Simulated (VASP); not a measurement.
# C in VASP: a series of runs, part 2 of 2

VASP 6.6.1. Earlier steps stand in the parts before.

### Step 3. Band structure, HSE06

Input file POSCAR:

```
C                                       
1.0
    2.4656797296      0.0000000000      0.0000000000
   -1.2328398648      2.1353412860      0.0000000000
    0.0000000000      0.0000000000     21.4289500000
  C             
     4
Direct
     0.0000000000000000    0.0000000000000000    0.4207967696831503
     0.6666666699999979    0.3333333300000021    0.4207717616953062
     0.0000000000000000    0.0000000000000000    0.5792020825345219
     0.3333333300000021    0.6666666699999979    0.5792293860870217
```

Input file INCAR.step1:

```
SYSTEM = C
  ALGO = Normal
  DIPOL = 0.5 0.5 0.500
  EDIFF = 1E-5
  ENCUT = 520
  GGA = PE
  IDIPOL = 3
  ISIF = 2
  ISMEAR = 0
  KPAR = 4
  LASPH = .True.
  LCHARG = .False.
  LDIPOL = .True.
  LREAL = .False.
  LVACPOTAV = .True.
  LVHAR = .True.
  LWAVE = .True.
  NBANDS = 16
  NELM = 80
  PREC = Accurate
  SIGMA = 0.03
```

Input file INCAR.step2:

```
SYSTEM = C
  ALGO = Normal
  DIPOL = 0.5 0.5 0.500
  EDIFF = 1E-6
  ENCUT = 520
  GGA = PE
  HFSCREEN = 0.2
  IDIPOL = 3
  ISIF = 2
  ISMEAR = 0
  ISTART = 1
  KPAR = 4
  LASPH = .True.
  LCHARG = .False.
  LDIPOL = .True.
  LHFCALC = .True.
  LREAL = .False.
  LVACPOTAV = .True.
  LVHAR = .True.
  LWAVE = .False.
  NBANDS = 16
  NELM = 80
  PREC = Accurate
  PRECFOCK = Fast
  SIGMA = 0.03
```

Input file KPOINTS:

```
k-points
0
Gamma
  9 9 1
  0 0 0
```

Input file KPOINTS_OPT:

```
explicit points
3
Reciprocal
 0.0000000000  0.0000000000  0.0000000000 1
 0.5000000000  0.0000000000  0.0000000000 1
 0.3333333300  0.3333333300  0.0000000000 1
```

Potentials or basis: VASP PAW PBE potentials, release 64 (C).

On the command line:

```
cat potpaw_PBE.64/C/POTCAR > POTCAR
cp INCAR.step1 INCAR
mpirun -np 4 vasp_std > vasp.out
cp INCAR.step2 INCAR
mpirun -np 4 vasp_std > vasp.out
```

OUTCAR:

```text
SYSTEM = C
   EDIFF = 1E-6
   ENCUT = 520
   GGA = PE
   HFSCREEN = 0.2
   ISIF = 2
   ISMEAR = 0
   ISTART = 1
   LASPH = .True.
   LHFCALC = .True.
   LREAL = .False.
   NELM = 80
   PREC = Accurate
   PRECFOCK = Fast

 ion  position               nearest neighbor table
   1  0.000  0.000  0.421-   2 1.42   2 1.42   2 1.42
   2  0.667  0.333  0.421-   1 1.42   1 1.42   1 1.42
   3  0.000  0.000  0.579-   4 1.42   4 1.42   4 1.42
   4  0.333  0.667  0.579-   3 1.42   3 1.42   3 1.42

  LATTYP: Found a hexagonal cell.
 ALAT       =     2.4656797296
 C/A-ratio  =     8.6908894707

  Lattice vectors:

 A1 = (   2.4656797296,   0.0000000000,   0.0000000000)
 A2 = (  -1.2328398648,   2.1353412860,   0.0000000000)
 A3 = (   0.0000000000,   0.0000000000,  21.4289500000)

Analysis of symmetry for initial positions (statically):
=====================================================================
 Subroutine PRICEL returns:
 Original cell was already a primitive cell.

[... 174 lines left out ...]
 cond. band min:      -1.4827876770   @ k =   0.3333   0.3333   0.0000
 fundamental gap:      0.0911039639
 Fermi energy:        -1.5283396594

 k-point     1 :       0.0000    0.0000    0.0000
  band No.  band energies     occupation
      1     -23.6657      2.00000
      2     -23.5205      2.00000
      3     -10.8837      2.00000
      4      -9.8782      2.00000
      5      -5.5426      2.00000
      6      -5.5422      2.00000
[... 205 lines left out ...]
      3     -16.0427      2.00000
      4     -16.0007      2.00000
      5     -13.6357      2.00000
      6     -13.6353      2.00000
[... 8 lines left out ...]
     15      12.1232      0.00000
     16      12.9341      0.00000

------------------------ aborting loop because EDIFF is reached ----------------------------------------

  FORCE on cell =-STRESS in cart. coord.  units (eV):
  Direction    XX          YY          ZZ          XY          YZ          ZX
  --------------------------------------------------------------------------------------
  -------------------------------------------------------------------------------------
  Total       -1.6258742     -1.6258742      0.2041151      0.0000000      0.0000000      0.0000000
  in kB      -23.0883379    -23.0883379      2.8985502      0.0000000      0.0000000      0.0000000
  external PRESSURE =     -14.4260419 kB  Pullay stress =       0.0000000 kB

 VOLUME and BASIS-vectors are now :
 -----------------------------------------------------------------------------
  energy-cutoff  :      520.00
  volume of cell :      112.82
      direct lattice vectors                 reciprocal lattice vectors
     2.465679730  0.000000000  0.000000000     0.405567677  0.234154607  0.000000000
    -1.232839865  2.135341286  0.000000000     0.000000000  0.468309214  0.000000000
     0.000000000  0.000000000 21.428950000     0.000000000  0.000000000  0.046665842

 POSITION                                       TOTAL-FORCE (eV/Angst)
 -----------------------------------------------------------------------------------
      0.00000      0.00000      9.01723         0.000000     -0.000000     -0.025382
      1.23284      0.71178      9.01670         0.000000      0.000000     -0.043417
      0.00000      0.00000     12.41169        -0.000000      0.000000      0.025382
     -0.00000      1.42356     12.41228        -0.000000     -0.000000      0.043417
 -----------------------------------------------------------------------------------
    total drift:                               -0.000000      0.000000     -0.000011

  FREE ENERGIE OF THE ION-ELECTRON SYSTEM (eV)
  ---------------------------------------------------
  free  energy   TOTEN  =       -42.3659580736 eV

  energy  without entropy=      -42.3658747363  energy(sigma->0) =      -42.36591640

 vacuum level on the upper side and lower side of the slab         2.816         2.816
```

OUTCAR.step1:

```text
SYSTEM = C
   EDIFF = 1E-5
   ENCUT = 520
   GGA = PE
   ISIF = 2
   ISMEAR = 0
   LASPH = .True.
   LREAL = .False.
   NELM = 80
   PREC = Accurate

[... 445 lines left out ...]
     -0.00000      1.42356     12.41228        -0.000000      0.000000      0.051532
 -----------------------------------------------------------------------------------
    total drift:                                0.000000     -0.000000     -0.000011

  FREE ENERGIE OF THE ION-ELECTRON SYSTEM (eV)
  ---------------------------------------------------
  free  energy   TOTEN  =       -36.8583329247 eV

  energy  without entropy=      -36.8574970883  energy(sigma->0) =      -36.85791501

 vacuum level on the upper side and lower side of the slab         2.806         2.806
```

OSZICAR.step1:

```text
N       E                     dE             d eps       ncg     rms          rms(c)
DAV:   1     0.105846802130E+03    0.10585E+03   -0.63899E+03   384   0.786E+02
DAV:   2    -0.286377224901E+02   -0.13448E+03   -0.11896E+03   592   0.190E+02
DAV:   3    -0.391104787937E+02   -0.10473E+02   -0.10384E+02   512   0.580E+01
DAV:   4    -0.393090961860E+02   -0.19862E+00   -0.19832E+00   520   0.993E+00
DAV:   5    -0.393143928803E+02   -0.52967E-02   -0.52893E-02   496   0.154E+00    0.894E+00
DAV:   6    -0.375021894726E+02    0.18122E+01   -0.13904E+00   496   0.687E+00    0.523E+00
DAV:   7    -0.368655812823E+02    0.63661E+00   -0.19156E+00   536   0.801E+00    0.138E+00
DAV:   8    -0.368597383130E+02    0.58430E-02   -0.92350E-02   552   0.168E+00    0.217E-01
DAV:   9    -0.368594119232E+02    0.32639E-03   -0.41785E-03   472   0.349E-01    0.105E-01
DAV:  10    -0.368565862515E+02    0.28257E-02   -0.29776E-03   544   0.285E-01    0.928E-02
DAV:  11    -0.368566064854E+02   -0.20234E-04   -0.28438E-04   504   0.112E-01    0.382E-02
DAV:  12    -0.368572861533E+02   -0.67967E-03   -0.30701E-04   464   0.912E-02    0.239E-02
DAV:  13    -0.368577885619E+02   -0.50241E-03   -0.76959E-05   456   0.523E-02    0.147E-02
DAV:  14    -0.368581021841E+02   -0.31362E-03   -0.17652E-05   480   0.237E-02    0.563E-03
DAV:  15    -0.368582899365E+02   -0.18775E-03   -0.10845E-05   416   0.126E-02    0.179E-03
DAV:  16    -0.368583236109E+02   -0.33674E-04   -0.19422E-06   312   0.533E-03    0.255E-03
DAV:  17    -0.368583329247E+02   -0.93138E-05   -0.85570E-07   320   0.347E-03
   1 F= -.36858333E+02 E0= -.36857915E+02  d E =-.835836E-03
```

Run time: 4.2 min. Hardware: 4 MPI ranks of Intel Xeon Platinum 8559C (Emerald Rapids), shared host; peak memory 0.33 GiB.

What came out:

```
Free energy                            : -42.3660 eV
Largest force                          : 0.043 eV/Å
Band gap on the k mesh                 : 0.09 eV, direct
Band gap along the path                : 0.09 eV, direct
Ionisation potential of the upper face : 4.39 eV
```

Forces in eV/Å, atoms in the order of the input:
```
C    0.000  0.000 -0.025
C    0.000  0.000 -0.043
C    0.000  0.000  0.025
C    0.000  0.000  0.043
```

Levels at points of the mesh, in eV from the valence-band top:
| k point | band 4 | band 5 | band 6 | band 7 | band 8 | band 9 | band 10 | band 11 | band 12 | band 13 |
| --- | --- | --- | --- | --- | --- | --- | --- | --- | --- | --- |
| (0.00, 0.00, 0.00) | -8.30 | -3.97 | -3.97 | -3.96 | -3.96 | 3.76 | 4.13 | 4.70 | 5.70 | 6.21 |

Caveat: the PAW data sets were made with another functional, which shifts forces and pressure a little.

### Step 4. Band structure, PBE0

POSCAR is that of step 3.

INCAR.step1 is that of step 3.

INCAR.step2: that of step 3 with these lines changed.

```diff
@@ -1,2 +1,3 @@
 SYSTEM = C
+  AEXX = 0.25
   ALGO = Normal
@@ -6,3 +7,3 @@
   GGA = PE
-  HFSCREEN = 0.2
+  HFRCUT = -1
   IDIPOL = 3
```

KPOINTS is that of step 3.

KPOINTS_OPT is that of step 3.

On the command line:

```
cat potpaw_PBE.64/C/POTCAR > POTCAR
cp INCAR.step1 INCAR
mpirun -np 4 vasp_std > vasp.out
cp INCAR.step2 INCAR
mpirun -np 4 vasp_std > vasp.out
```

Wall time 4.1 min (4 MPI ranks of Intel Xeon Platinum 8559C (Emerald Rapids), shared host); peak memory 0.27 GiB.

Results (log left out):

```
Free energy                            : -44.4151 eV
Largest force                          : 0.041 eV/Å
Band gap on the k mesh                 : 0.62 eV, direct
Band gap along the path                : 0.62 eV, direct
Ionisation potential of the upper face : 4.66 eV
```

Forces in eV/Å, atoms in the order of the input:
```
C    0.000  0.000 -0.022
C    0.000  0.000 -0.041
C    0.000  0.000  0.022
C    0.000  0.000  0.041
```

Levels at points of the mesh, in eV from the valence-band top:
| k point | band 6 | band 7 | band 8 | band 9 | band 10 | band 11 |
| --- | --- | --- | --- | --- | --- | --- |
| (0.00, 0.00, 0.00) | -4.08 | -4.07 | -4.07 | 4.28 | 4.61 | 5.01 |

Caveat: the PAW data sets were made with another functional, which shifts forces and pressure a little.

### Step 5. The runs side by side

```tsv
level	grid for exact exchange (PRECFOCK)	screening parameter	exchange at q = 0	gap on the mesh (eV)	largest force (eV/Å)
PBE+D3(BJ)	-	-	-	-	0.01
HSE06	Fast	0.2 1/A	-	0.09	0.04
PBE0	Fast	-	truncated	0.62	0.04
```

Alike in all rows: task band structure; potentials or basis VASP PAW PBE potentials, release 64 (C); no spin polarisation; cell as given; k mesh 9 × 9 × 1; cutoff (eV) 520; smearing gaussian 0.03 eV.

Caveats: the PAW data sets were made with another functional, which shifts forces and pressure a little (some runs).

Absolute energies hang on the potentials; compare differences alone.
